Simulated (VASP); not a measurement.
Method: PBEsol GGA, VASP's PBE PAW potentials (set 64) (plane waves; VASP 6.6.1).

VASP ran on this input.

**INCAR**
```
SYSTEM = VZn2N3
PREC = Accurate
ENCUT = 520
EDIFF = 1E-6
NELM = 100
ALGO = Normal
LREAL = .FALSE.
LASPH = .TRUE.
ISMEAR = 0
SIGMA = 0.05
GGA = PS
LMAXMIX = 4
LWAVE = .FALSE.
LCHARG = .FALSE.
IBRION = 2
ISIF = 3
NSW = 60
EDIFFG = -0.02
```

POSCAR:
```
VZn2N3
1
    4.7262748809    -2.7669923555     0.0000000000
    4.7262748809     2.7669923555     0.0000000000
    0.0000000000     0.0000000000     5.2202536042
V Zn N
2 4 6
Direct
  0.1615020898   0.8384979102   0.4614841315
  0.8384979102   0.1615020898   0.9614841315
  0.5026161164   0.8306310950   0.9733238215
  0.4973838836   0.1693689050   0.4733238215
  0.1693689050   0.4973838836   0.9733238215
  0.8306310950   0.5026161164   0.4733238215
  0.4723532885   0.8331975158   0.3590367663
  0.5276467115   0.1668024842   0.8590367663
  0.1668024842   0.5276467115   0.3590367663
  0.8331975158   0.4723532885   0.8590367663
  0.1469302005   0.8530697995   0.8181646931
  0.8530697995   0.1469302005   0.3181646931
```

KPOINTS:
```
Automatic mesh
0
Gamma
4 4 4
0 0 0
```

POTCAR, in this order: V_sv Zn N (PBE.64 set). Program: vasp_std.

What VASP printed:

File OUTCAR:
```
 ion  position               nearest neighbor table
   1  0.162  0.838  0.461-   7 1.77   9 1.77  12 1.86  11 1.86
   2  0.838  0.162  0.961-   8 1.77  10 1.77  11 1.86  12 1.86
   3  0.503  0.831  0.973-  10 2.00   8 2.00   7 2.02  11 2.06
   4  0.497  0.169  0.473-   9 2.00   7 2.00   8 2.02  12 2.06
   5  0.169  0.497  0.973-   8 2.00  10 2.00   9 2.02  11 2.06
   6  0.831  0.503  0.473-   7 2.00   9 2.00  10 2.02  12 2.06
   7  0.472  0.833  0.359-   1 1.77   6 2.00   4 2.00   3 2.02
   8  0.528  0.167  0.859-   2 1.77   5 2.00   3 2.00   4 2.02
   9  0.167  0.528  0.359-   1 1.77   4 2.00   6 2.00   5 2.02
  10  0.833  0.472  0.859-   2 1.77   3 2.00   5 2.00   6 2.02
  11  0.147  0.853  0.818-   2 1.86   1 1.86   3 2.06   5 2.06
  12  0.853  0.147  0.318-   1 1.86   2 1.86   4 2.06   6 2.06
  LATTYP: Found a base centered orthorhombic cell.
 ALAT       =     5.5339847110
 B/A-ratio  =     1.7080910511
 C/A-ratio  =     0.9433082809
 Subroutine PRICEL returns:
 Original cell was already a primitive cell.
 Subroutine GETGRP returns: Found  4 space group operations
The static configuration has the point symmetry C_1h.
 The point group associated with its full space group is C_2v.
The dynamic configuration has the point symmetry C_1h.
 Subroutine INISYM returns: Found  4 space group operations
 Subroutine IBZKPT returns following result:
...
```

### OSZICAR
```
       N       E                     dE             d eps       ncg     rms          rms(c)
DAV:   1     0.128337161711E+04    0.12834E+04   -0.52265E+04  2716   0.227E+03
DAV:   2     0.125452912737E+03   -0.11579E+04   -0.11192E+04  2604   0.614E+02
DAV:   3    -0.870705156906E+02   -0.21252E+03   -0.20487E+03  2926   0.229E+02
DAV:   4    -0.104696904973E+03   -0.17626E+02   -0.17521E+02  2866   0.678E+01
DAV:   5    -0.105217878728E+03   -0.52097E+00   -0.51949E+00  3178   0.120E+01    0.625E+01
DAV:   6    -0.977869425966E+02    0.74309E+01   -0.20847E+02  3848   0.110E+02    0.458E+01
DAV:   7    -0.864543112326E+02    0.11333E+02   -0.16822E+02  3666   0.136E+02    0.318E+01
DAV:   8    -0.862356662826E+02    0.21864E+00   -0.38482E+01  3344   0.475E+01    0.201E+01
DAV:   9    -0.831846141908E+02    0.30511E+01   -0.54816E+00  3502   0.221E+01    0.540E+00
DAV:  10    -0.829843856983E+02    0.20023E+00   -0.14564E+00  3344   0.832E+00    0.280E+00
DAV:  11    -0.829543716940E+02    0.30014E-01   -0.21487E-01  3856   0.301E+00    0.122E+00
DAV:  12    -0.829567433500E+02   -0.23717E-02   -0.83000E-02  3082   0.190E+00    0.959E-01
DAV:  13    -0.829539263324E+02    0.28170E-02   -0.29002E-02  3090   0.148E+00    0.674E-01
DAV:  14    -0.829522534042E+02    0.16729E-02   -0.79146E-03  3006   0.613E-01    0.196E-01
DAV:  15    -0.829522166523E+02    0.36752E-04   -0.19110E-03  3582   0.297E-01    0.590E-02
DAV:  16    -0.829521824100E+02    0.34242E-04   -0.52848E-04  3702   0.256E-01    0.234E-02
DAV:  17    -0.829521823804E+02    0.29666E-07   -0.50860E-05  3260   0.682E-02    0.181E-02
DAV:  18    -0.829521794008E+02    0.29796E-05   -0.28049E-05  3528   0.365E-02    0.743E-03
DAV:  19    -0.829521793873E+02    0.13411E-07   -0.36391E-06  2238   0.152E-02
   1 F= -.82952179E+02 E0= -.82952179E+02  d E =-.829522E+02
       N       E                     dE             d eps       ncg     rms          rms(c)
DAV:   1    -0.829529914661E+02   -0.81207E-03   -0.14186E-01  3032   0.385E+00    0.447E-01
DAV:   2    -0.829529251308E+02    0.66335E-04   -0.18079E-02  2738   0.130E+00    0.224E-01
DAV:   3    -0.829525910001E+02    0.33413E-03   -0.36538E-03  2918   0.491E-01    0.250E-01
DAV:   4    -0.829523172370E+02    0.27376E-03   -0.84057E-04  2832   0.257E-01    0.543E-02
DAV:   5    -0.829522907271E+02    0.26510E-04   -0.88340E-05  3388   0.947E-02    0.186E-02
DAV:   6    -0.829522886728E+02    0.20543E-05   -0.32813E-05  2996   0.357E-02    0.745E-03
DAV:   7    -0.829522885931E+02    0.79728E-07   -0.40670E-06  2434   0.129E-02
   2 F= -.82952289E+02 E0= -.82952289E+02  d E =-.109206E-03
       N       E                     dE             d eps       ncg     rms          rms(c)
DAV:   1    -0.829524793267E+02   -0.19065E-03   -0.22947E-02  3032   0.156E+00    0.179E-01
DAV:   2    -0.829524693544E+02    0.99723E-05   -0.29352E-03  2738   0.523E-01    0.897E-02
DAV:   3    -0.829524147355E+02    0.54619E-04   -0.59040E-04  2920   0.197E-01    0.101E-01
DAV:   4    -0.829523701747E+02    0.44561E-04   -0.13475E-04  2832   0.102E-01    0.222E-02
DAV:   5    -0.829523656717E+02    0.45030E-05   -0.14232E-05  3332   0.380E-02    0.722E-03
DAV:   6    -0.829523653246E+02    0.34707E-06   -0.52506E-06  2596   0.143E-02
   3 F= -.82952365E+02 E0= -.82952365E+02  d E =-.185937E-03
       N       E                     dE             d eps       ncg     rms          rms(c)
DAV:   1    -0.829524448928E+02   -0.79221E-04   -0.38374E-02  2706   0.136E+00    0.120E-01
DAV:   2    -0.829524957615E+02   -0.50869E-04   -0.17642E-03  2624   0.343E-01    0.678E-02
DAV:   3    -0.829524706955E+02    0.25066E-04   -0.10125E-04  3050   0.758E-02    0.285E-02
DAV:   4    -0.829524656893E+02    0.50062E-05   -0.21421E-05  3234   0.311E-02    0.871E-03
DAV:   5    -0.829524657357E+02   -0.46401E-07   -0.72102E-06  2682   0.204E-02
   4 F= -.82952466E+02 E0= -.82952466E+02  d E =-.100411E-03
       N       E                     dE             d eps       ncg     rms          rms(c)
DAV:   1    -0.829524659100E+02   -0.22064E-06   -0.12927E-04  2706   0.786E-02    0.709E-03
DAV:   2    -0.829524661329E+02   -0.22296E-06   -0.69121E-06  2730   0.245E-02
   5 F= -.82952466E+02 E0= -.82952466E+02  d E =-.100808E-03
       N       E                     dE             d eps       ncg     rms          rms(c)
DAV:   1    -0.829526845676E+02   -0.21866E-03   -0.18955E-02  2604   0.889E-01    0.898E-02
DAV:   2    -0.829526015973E+02    0.82970E-04   -0.59180E-04  2604   0.222E-01    0.536E-02
DAV:   3    -0.829525412918E+02    0.60305E-04   -0.10399E-04  3570   0.910E-02    0.207E-02
DAV:   4    -0.829525418724E+02   -0.58055E-06   -0.44514E-05  3090   0.491E-02    0.162E-02
DAV:   5    -0.829525402798E+02    0.15925E-05   -0.90981E-06  2708   0.227E-02    0.511E-03
DAV:   6    -0.829525401499E+02    0.12991E-06   -0.11307E-06  1404   0.115E-02
   6 F= -.82952540E+02 E0= -.82952540E+02  d E =-.740170E-04
```

**OUTCAR**
```
------------------------ aborting loop because EDIFF is reached ----------------------------------------
  FORCE on cell =-STRESS in cart. coord.  units (eV):
  Direction    XX          YY          ZZ          XY          YZ          ZX
  --------------------------------------------------------------------------------------
  Total       -0.0693804     -0.0456854     -0.0049066      0.0000000      0.0000000      0.0000000
  in kB       -0.8145277     -0.5363474     -0.0576036      0.0000000      0.0000000      0.0000000
  external PRESSURE =      -0.4694929 kB  Pullay stress =       0.0000000 kB
  volume of cell :      136.47
      direct lattice vectors                 reciprocal lattice vectors
     4.723453413 -2.765482935  0.000000000     0.105854754 -0.180800248  0.000000000
     4.723453413  2.765482935  0.000000000     0.105854754  0.180800248  0.000000000
     0.000000000  0.000000000  5.223731122     0.000000000  0.000000000  0.191434049
 POSITION                                       TOTAL-FORCE (eV/Angst)
 -----------------------------------------------------------------------------------
      4.72345      1.87064      2.41187         0.000000      0.002572     -0.015673
      4.72345     -1.87064      5.02373         0.000000     -0.002572     -0.015673
      6.29670      0.90755      5.08597         0.000001      0.006856      0.008120
      3.15020     -0.90755      2.47410        -0.000001     -0.006856      0.008120
      3.15020      0.90755      5.08597        -0.000001      0.006856      0.008120
      6.29670     -0.90755      2.47410         0.000001     -0.006856      0.008120
      6.16680      0.99680      1.87458        -0.003362      0.002935      0.000550
      3.28011     -0.99680      4.48644         0.003362     -0.002935      0.000550
      3.28011      0.99680      1.87458         0.003362      0.002935      0.000550
      6.16680     -0.99680      4.48644        -0.003362     -0.002935      0.000550
      4.72345      1.95203      4.27137         0.000000      0.009946     -0.001667
      4.72345     -1.95203      1.65951         0.000000     -0.009946     -0.001667
 -----------------------------------------------------------------------------------
    total drift:                               -0.000001      0.000000     -0.005715
  FREE ENERGIE OF THE ION-ELECTRON SYSTEM (eV)
  ---------------------------------------------------
  free  energy   TOTEN  =       -82.9525401499 eV

  energy  without entropy=      -82.9525401499  energy(sigma->0) =      -82.95254015

 reached required accuracy - stopping structural energy minimisation
```
(Selected blocks of OUTCAR.)

**CONTCAR**
```
VZn2N3
   1.00000000000000
     4.7234534131454495   -2.7654829352856733    0.0000000000000000
     4.7234534131454495    2.7654829352856733    0.0000000000000000
     0.0000000000000000    0.0000000000000000    5.2237311217143070
  V               Zn              N
     2     4     6
Direct
     0.1617878182943007    0.8382121817056993    0.4617135937565486
     0.8382121817056993    0.1617878182943007    0.9617135937565487
     0.5024509465505783    0.8306207998847033    0.9736275025659310
     0.4975490534494217    0.1693792001152967    0.4736275025659309
     0.1693792001152967    0.4975490534494217    0.9736275025659310
     0.8306207998847033    0.5024509465505783    0.4736275025659309
     0.4725637317529248    0.8330059480638563    0.3588574926115947
     0.5274362682470752    0.1669940519361438    0.8588574926115947
     0.1669940519361438    0.5274362682470752    0.3588574926115947
     0.8330059480638563    0.4725637317529248    0.8588574926115947
     0.1470717891026103    0.8529282108973896    0.8176864160884100
     0.8529282108973896    0.1470717891026103    0.3176864160884100
```

The structure comes from a computed database's VZn2N3 entry (Cmc2_1); how it stands against other phases isn't given here. This run relaxes it. Symmetry was kept, so distortions that lower it aren't found. The start is the result of an earlier pass. The run is not spin-polarised, so no magnetic state was tried.
